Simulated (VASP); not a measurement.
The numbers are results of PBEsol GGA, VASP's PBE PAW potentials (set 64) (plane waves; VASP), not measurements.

VASP input:

**INCAR**
```
LASPH = .TRUE.   # aspherical one-centre terms
IBRION = 8
NELM = 100   # most electronic steps
GGA = PS   # PBEsol
SYSTEM = MgS
NSW = 1
EDIFF = 1E-8
ISMEAR = 0   # Gaussian
LCHARG = .FALSE.
PREC = Accurate
ENCUT = 400   # plane-wave cut-off (eV)
LREAL = .FALSE.   # projection in real space or not
LWAVE = .FALSE.
LEPSILON = .TRUE.
SIGMA = 0.01   # width (eV)
ALGO = Normal
```

File KPOINTS:
```
Automatic mesh
0
Gamma
6 6 4
0 0 0
```

POSCAR:
```
MgS
1
    4.0294129686     0.0000000000     0.0000000000
   -2.0147064843     3.4895735801    -0.0000000000
    0.0000000000     0.0000000000     6.4105534942
Mg S
2 2
Direct
  0.6666670000   0.3333330000   0.4961173176
  0.3333330000   0.6666670000   0.9961173176
  0.3333330000   0.6666670000   0.3788726824
  0.6666670000   0.3333330000   0.8788726824
```

POTCAR, in this order: Mg S (PBE.64 set). Program: vasp_std.

Output of the run:

OUTCAR:
```
 ion  position               nearest neighbor table
   1  0.667  0.333  0.496-   3 2.44   3 2.44   3 2.44   4 2.45
   2  0.333  0.667  0.996-   4 2.44   4 2.44   4 2.44   3 2.45
   3  0.333  0.667  0.379-   1 2.44   1 2.44   1 2.44   2 2.45
   4  0.667  0.333  0.879-   2 2.44   2 2.44   2 2.44   1 2.45
  LATTYP: Found a hexagonal cell.
 ALAT       =     4.0294129686
 C/A-ratio  =     1.5909398079
 Subroutine PRICEL returns:
 Original cell was already a primitive cell.
 Subroutine GETGRP returns: Found 12 space group operations
The static configuration has the point symmetry C_3v.
 The point group associated with its full space group is C_6v.
The dynamic configuration has the point symmetry C_3v.
 Subroutine INISYM returns: Found 12 space group operations
 Subroutine IBZKPT returns following result:
 Found     21 irreducible k-points:

 Following reciprocal coordinates:
            Coordinates               Weight
  0.000000  0.000000  0.000000      1.000000
  0.166667  0.000000  0.000000      6.000000
  0.333333  0.000000  0.000000      6.000000
  0.500000 -0.000000  0.000000      3.000000
  0.166667  0.166667  0.000000      6.000000
...
```

### OSZICAR
```
...
RMM:  13    -0.860840467830E+00   -0.12814E-05    0.23626E-07  1838   0.116E-04    0.109E-05
RMM:  14    -0.860840515946E+00   -0.48116E-07   -0.26832E-08  1657   0.108E-04    0.447E-06
 Linear response to external field, progress :
  Direction:   3
       N       E                     dE             d eps       ncg     rms          rms(c)
RMM:   1    -0.894681735064E+00   -0.89468E+00   -0.31158E+00   975   0.449E+00
RMM:   2    -0.908231805479E+00   -0.13550E-01   -0.16280E-02   883   0.760E-01    0.200E+00
RMM:   3    -0.825443523362E+00    0.82788E-01   -0.16100E-01   816   0.188E+00    0.981E-01
RMM:   4    -0.851727696159E+00   -0.26284E-01   -0.93282E-02   869   0.147E+00    0.304E-01
RMM:   5    -0.883304330228E+00   -0.31577E-01   -0.43062E-03   866   0.467E-01    0.576E-02
RMM:   6    -0.882466510035E+00    0.83782E-03   -0.27561E-04   916   0.953E-02    0.221E-02
RMM:   7    -0.883389675908E+00   -0.92317E-03   -0.12469E-04   853   0.599E-02    0.126E-02
RMM:   8    -0.883999526016E+00   -0.60985E-03   -0.40366E-05   867   0.350E-02    0.326E-03
RMM:   9    -0.884014132150E+00   -0.14606E-04   -0.18964E-06   901   0.892E-03    0.659E-04
RMM:  10    -0.884017552597E+00   -0.34204E-05    0.75048E-07   886   0.202E-03    0.225E-04
RMM:  11    -0.884018066047E+00   -0.51345E-06    0.81877E-08   944   0.507E-04    0.910E-05
RMM:  12    -0.884018632982E+00   -0.56694E-06    0.73985E-08   808   0.175E-04    0.235E-05
RMM:  13    -0.884018546693E+00    0.86289E-07   -0.32385E-07   751   0.106E-04    0.980E-06
 Linear response DOF=           4
 Linear response progress:
  Degree of freedom:   1/  4
       N       E                     dE             d eps       ncg     rms          rms(c)
RMM:   1    -0.238666553662E-02   -0.23867E-02   -0.10868E-03  3379   0.514E-01
RMM:   2    -0.211562325829E-02    0.27104E-03   -0.28243E-04  2984   0.132E-01    0.505E-02
RMM:   3    -0.206690930477E-02    0.48714E-04   -0.68934E-05  3155   0.406E-02    0.292E-02
RMM:   4    -0.204430779796E-02    0.22602E-04   -0.57786E-05  2986   0.392E-02    0.732E-03
RMM:   5    -0.203055875723E-02    0.13749E-04   -0.81173E-06  3185   0.153E-02    0.165E-03
RMM:   6    -0.203021023236E-02    0.34852E-06   -0.45649E-06  3353   0.394E-03    0.803E-04
RMM:   7    -0.202894284336E-02    0.12674E-05   -0.35060E-09  3510   0.156E-03    0.413E-04
RMM:   8    -0.202848151273E-02    0.46133E-06    0.32636E-07  3561   0.934E-04    0.716E-05
RMM:   9    -0.202849714131E-02   -0.15629E-07    0.79247E-08  3747   0.300E-04    0.295E-05
RMM:  10    -0.202852086168E-02   -0.23720E-07    0.74159E-08  4071   0.825E-05    0.207E-05
RMM:  11    -0.202853478409E-02   -0.13922E-07    0.94878E-08  4191   0.767E-05    0.292E-06
RMM:  12    -0.202853260673E-02    0.21774E-08    0.13437E-07  4419   0.534E-05    0.278E-06
RMM:  13    -0.202853164199E-02    0.96474E-09    0.85868E-08  4231   0.473E-05    0.219E-06
 Linear response progress:
  Degree of freedom:   2/  4
       N       E                     dE             d eps       ncg     rms          rms(c)
RMM:   1    -0.433135021211E-02   -0.43314E-02   -0.18843E-03  1438   0.565E-01
RMM:   2    -0.329272885448E-02    0.10386E-02   -0.71736E-04   966   0.170E-01    0.689E-02
RMM:   3    -0.315559404411E-02    0.13713E-03   -0.53734E-05  1053   0.478E-02    0.381E-02
RMM:   4    -0.306188726860E-02    0.93707E-04    0.42664E-06  1048   0.487E-02    0.115E-02
RMM:   5    -0.304332516215E-02    0.18562E-04    0.19519E-05  1068   0.235E-02    0.362E-03
RMM:   6    -0.304363702106E-02   -0.31186E-06    0.18898E-05  1047   0.537E-03    0.219E-03
RMM:   7    -0.304455327719E-02   -0.91626E-06    0.83084E-06  1018   0.252E-03    0.639E-04
RMM:   8    -0.304524045910E-02   -0.68718E-06    0.16795E-06  1089   0.647E-04    0.326E-04
RMM:   9    -0.304556437974E-02   -0.32392E-06    0.36073E-07  1042   0.390E-04    0.631E-05
RMM:  10    -0.304563308693E-02   -0.68707E-07    0.17451E-07  1098   0.163E-04    0.405E-05
RMM:  11    -0.304568706318E-02   -0.53976E-07    0.38909E-08  1037   0.990E-05    0.101E-05
RMM:  12    -0.304568002200E-02    0.70412E-08   -0.41929E-07  1163   0.501E-05    0.624E-06
RMM:  13    -0.304567535251E-02    0.46695E-08    0.66856E-08  1129   0.390E-05    0.178E-06
 Linear response progress:
  Degree of freedom:   3/  4
       N       E                     dE             d eps       ncg     rms          rms(c)
RMM:   1    -0.108954266581E+00   -0.10895E+00    0.45049E-02  4065   0.248E+00
RMM:   2    -0.108683943825E+00    0.27032E-03   -0.15078E-03  2921   0.285E-01    0.964E-02
RMM:   3    -0.109185833750E+00   -0.50189E-03   -0.30078E-04  2826   0.912E-02    0.477E-02
RMM:   4    -0.109775944800E+00   -0.59011E-03   -0.26120E-04  3022   0.714E-02    0.174E-02
RMM:   5    -0.109762666561E+00    0.13278E-04   -0.10879E-05  3384   0.233E-02    0.783E-03
RMM:   6    -0.109765612031E+00   -0.29455E-05   -0.13449E-05  3484   0.366E-03    0.594E-03
RMM:   7    -0.109791658824E+00   -0.26047E-04   -0.22653E-06  2984   0.436E-03    0.580E-04
RMM:   8    -0.109784481933E+00    0.71769E-05    0.17033E-06  3337   0.108E-03    0.181E-04
RMM:   9    -0.109782375988E+00    0.21059E-05   -0.11273E-06  3560   0.443E-04    0.382E-05
RMM:  10    -0.109782266523E+00    0.10946E-06   -0.30490E-07  3997   0.153E-04    0.341E-05
RMM:  11    -0.109782542773E+00   -0.27625E-06    0.18331E-07  4424   0.938E-05    0.176E-05
RMM:  12    -0.109782602746E+00   -0.59973E-07    0.18742E-07  4668   0.736E-05    0.581E-06
RMM:  13    -0.109782638130E+00   -0.35384E-07    0.43352E-08  4678   0.704E-05    0.272E-06
RMM:  14    -0.109782660913E+00   -0.22783E-07    0.59539E-08  4687   0.692E-05    0.388E-07
RMM:  15    -0.109782658810E+00    0.21034E-08    0.50726E-08  4358   0.683E-05    0.250E-07
 Linear response progress:
  Degree of freedom:   4/  4
       N       E                     dE             d eps       ncg     rms          rms(c)
RMM:   1    -0.124393226647E+00   -0.12439E+00    0.47432E-02  1221   0.247E+00
RMM:   2    -0.123644596315E+00    0.74863E-03   -0.20123E-03   934   0.306E-01    0.908E-02
RMM:   3    -0.123928024995E+00   -0.28343E-03   -0.70654E-04   980   0.113E-01    0.426E-02
RMM:   4    -0.124243451428E+00   -0.31543E-03   -0.30284E-04  1061   0.664E-02    0.219E-02
RMM:   5    -0.124194906330E+00    0.48545E-04   -0.47168E-05  1017   0.288E-02    0.870E-03
RMM:   6    -0.124201436837E+00   -0.65305E-05   -0.87020E-06  1065   0.522E-03    0.792E-03
RMM:   7    -0.124234744096E+00   -0.33307E-04    0.41938E-06  1064   0.863E-03    0.355E-03
RMM:   8    -0.124245729523E+00   -0.10985E-04    0.41253E-06  1099   0.313E-03    0.201E-03
RMM:   9    -0.124242615796E+00    0.31137E-05    0.62469E-07  1023   0.177E-03    0.102E-03
RMM:  10    -0.124242348856E+00    0.26694E-06   -0.49789E-07  1066   0.862E-04    0.500E-04
RMM:  11    -0.124241060368E+00    0.12885E-05   -0.52775E-07  1094   0.511E-04    0.127E-04
RMM:  12    -0.124240859694E+00    0.20067E-06   -0.21091E-06  1181   0.245E-04    0.626E-05
RMM:  13    -0.124240833640E+00    0.26054E-07   -0.87880E-07  1171   0.684E-05    0.333E-05
RMM:  14    -0.124240750941E+00    0.82699E-07   -0.31804E-07  1125   0.370E-05    0.119E-05
RMM:  15    -0.124240757907E+00   -0.69657E-08   -0.16821E-07  1203   0.307E-05    0.924E-06
RMM:  16    -0.124240781690E+00   -0.23783E-07   -0.84945E-08  1221   0.274E-05    0.245E-06
RMM:  17    -0.124240784295E+00   -0.26044E-08    0.28760E-08  1211   0.233E-05    0.823E-07
 Linear response finished
```

**OUTCAR**
```
------------------------ aborting loop because EDIFF is reached ----------------------------------------

 HEAD OF MICROSCOPIC STATIC DIELECTRIC TENSOR (INDEPENDENT PARTICLE, excluding Hartree and local field effects)
 ------------------------------------------------------
           4.580865     0.000000     0.000000
           0.000000     4.580864     0.000000
           0.000000     0.000000     4.647610
 ------------------------------------------------------

 MACROSCOPIC STATIC DIELECTRIC TENSOR (including local field effects in DFT)
 ------------------------------------------------------
           4.104869    -0.000000     0.000000
           0.000000     4.104868    -0.000000
           0.000000    -0.000000     4.200888
 ------------------------------------------------------

 PIEZOELECTRIC TENSOR (including local field effects)  for field in x, y, z        (e  Angst)
          XX          YY          ZZ          XY          YZ          ZX
  --------------------------------------------------------------------------------
  x     0.00000     0.00000     0.00000     0.00000     0.00000     1.15558
  y    -0.00000     0.00000     0.00000     0.00000     1.15558     0.00000
  z     1.12876     1.12876    -2.03216     0.00000     0.00000     0.00000

 PIEZOELECTRIC TENSOR (including local field effects)  for field in x, y, z        (C/m^2)
          XX          YY          ZZ          XY          YZ          ZX
  --------------------------------------------------------------------------------
  x     0.00000     0.00000     0.00000     0.00000     0.00000     0.20540
  y    -0.00000     0.00000     0.00000     0.00000     0.20540     0.00000
  z     0.20063     0.20063    -0.36121     0.00000     0.00000     0.00000

 BORN EFFECTIVE CHARGES (including local field effects) (in |e|, cummulative output)
 ---------------------------------------------------------------------------------
 ion    1
    1     1.88559     0.00000     0.00000
    2    -0.00000     1.88559     0.00000
    3    -0.00000    -0.00000     1.95712
 ion    2
    1     1.88559     0.00000     0.00000
    2     0.00000     1.88559    -0.00000
    3     0.00000     0.00000     1.95712
 ion    3
    1    -1.88559     0.00000     0.00000
    2     0.00000    -1.88559     0.00000
    3     0.00000     0.00000    -1.95712
 ion    4
    1    -1.88559     0.00000     0.00000
    2    -0.00000    -1.88559     0.00000
    3     0.00000    -0.00000    -1.95712

   1 f  =   10.149104 THz    63.768701 2PiTHz  338.537666 cm-1    41.973302 meV
             X         Y         Z           dx          dy          dz
      2.014708  1.163190  3.180387     0.533263   -0.000000   -0.000000
     -0.000002  2.326384  6.385663     0.533263   -0.000000   -0.000000
     -0.000002  2.326384  2.428784    -0.464360    0.000000    0.000000
      2.014708  1.163190  5.634060    -0.464360    0.000000    0.000000

   2 f  =   10.149103 THz    63.768693 2PiTHz  338.537626 cm-1    41.973297 meV
             X         Y         Z           dx          dy          dz
      2.014708  1.163190  3.180387    -0.000000   -0.533263    0.000000
     -0.000002  2.326384  6.385663    -0.000000   -0.533263   -0.000000
     -0.000002  2.326384  2.428784     0.000000    0.464360    0.000000
      2.014708  1.163190  5.634060     0.000000    0.464360   -0.000000

   3 f  =   10.010473 THz    62.897658 2PiTHz  333.913442 cm-1    41.399972 meV
             X         Y         Z           dx          dy          dz
      2.014708  1.163190  3.180387    -0.526533    0.000000   -0.000000
     -0.000002  2.326384  6.385663     0.526533   -0.000000   -0.000000
     -0.000002  2.326384  2.428784     0.471977   -0.000000    0.000000
      2.014708  1.163190  5.634060    -0.471977    0.000000    0.000000

   4 f  =   10.010472 THz    62.897650 2PiTHz  333.913402 cm-1    41.399967 meV
             X         Y         Z           dx          dy          dz
      2.014708  1.163190  3.180387    -0.000000   -0.526533   -0.000000
     -0.000002  2.326384  6.385663     0.000000    0.526533    0.000000
     -0.000002  2.326384  2.428784     0.000000    0.471977   -0.000000
      2.014708  1.163190  5.634060    -0.000000   -0.471977    0.000000

   5 f  =    9.751866 THz    61.272783 2PiTHz  325.287246 cm-1    40.330460 meV
             X         Y         Z           dx          dy          dz
      2.014708  1.163190  3.180387    -0.000000    0.000000   -0.578505
     -0.000002  2.326384  6.385663     0.000000   -0.000000    0.578505
     -0.000002  2.326384  2.428784     0.000000   -0.000000   -0.406610
      2.014708  1.163190  5.634060    -0.000000    0.000000    0.406610

   6 f  =    9.453376 THz    59.397311 2PiTHz  315.330669 cm-1    39.096003 meV
             X         Y         Z           dx          dy          dz
      2.014708  1.163190  3.180387     0.000000   -0.000000   -0.533223
     -0.000002  2.326384  6.385663    -0.000000    0.000000   -0.533223
     -0.000002  2.326384  2.428784    -0.000000    0.000000    0.464407
      2.014708  1.163190  5.634060     0.000000   -0.000000    0.464407

   7 f  =    7.815104 THz    49.103748 2PiTHz  260.683815 cm-1    32.320659 meV
             X         Y         Z           dx          dy          dz
      2.014708  1.163190  3.180387     0.000000    0.000000   -0.406610
     -0.000002  2.326384  6.385663    -0.000000    0.000000    0.406610
     -0.000002  2.326384  2.428784    -0.000000   -0.000000    0.578505
      2.014708  1.163190  5.634060     0.000000    0.000000   -0.578505

   8 f  =    2.571900 THz    16.159726 2PiTHz   85.789356 cm-1    10.636520 meV
             X         Y         Z           dx          dy          dz
      2.014708  1.163190  3.180387    -0.471977    0.000000   -0.000000
     -0.000002  2.326384  6.385663     0.471977   -0.000000   -0.000000
     -0.000002  2.326384  2.428784    -0.526533    0.000000   -0.000000
      2.014708  1.163190  5.634060     0.526533   -0.000000   -0.000000

   9 f  =    2.571900 THz    16.159724 2PiTHz   85.789346 cm-1    10.636519 meV
             X         Y         Z           dx          dy          dz
      2.014708  1.163190  3.180387     0.000000    0.471977    0.000000
     -0.000002  2.326384  6.385663    -0.000000   -0.471977    0.000000
     -0.000002  2.326384  2.428784     0.000000    0.526533    0.000000
...
```
(Selected blocks of OUTCAR.)

File OUTCAR:
```
 val. band max:        1.1732721312   @ k =   0.0000   0.0000   0.0000

 cond. band min:       4.4749410734   @ k =   0.0000   0.0000   0.0000


 Fermi energy:         1.2656546692

 k-point     1 :       0.0000    0.0000    0.0000
  band No.  band energies     occupation
      1     -10.2588      2.00000
      2      -9.5018      2.00000
      3      -2.1267      2.00000
      4       0.5832      2.00000
      5       0.5832      2.00000
      6       1.0142      2.00000
      7       1.0142      2.00000
      8       1.1733      2.00000
      9       4.4749      0.00000
     10       5.7424      0.00000
     11       8.5652      0.00000
     12       8.5652      0.00000

 k-point     2 :       0.1667    0.0000    0.0000
  band No.  band energies     occupation
      1     -10.1228      2.00000
      2      -9.4375      2.00000
      3      -1.9099      2.00000
      4      -0.1963      2.00000
      5       0.2108      2.00000
      6       0.3723      2.00000
      7       0.9497      2.00000
      8       1.0549      2.00000
      9       5.4365      0.00000
     10       6.4994      0.00000
     11       7.9933      0.00000
     12       8.4954      0.00000

 k-point     3 :       0.3333    0.0000    0.0000
  band No.  band energies     occupation
      1      -9.7984      2.00000
      2      -9.3309      2.00000
      3      -1.4805      2.00000
      4      -1.2354      2.00000
      5      -0.8490      2.00000
      6       0.0394      2.00000
      7       0.6484      2.00000
      8       0.7840      2.00000
      9       6.0571      0.00000
     10       6.5105      0.00000
     11       7.0885      0.00000
     12       8.7336      0.00000

 k-point     4 :       0.5000   -0.0000    0.0000
  band No.  band energies     occupation
      1      -9.5735      2.00000
      2      -9.3226      2.00000
      3      -1.9047      2.00000
      4      -1.3137      2.00000
      5      -0.7604      2.00000
      6      -0.1019      2.00000
...
```

The structure comes from a computed database's MgS entry (P6_3mc); how it stands against other phases isn't given here. It was relaxed first.
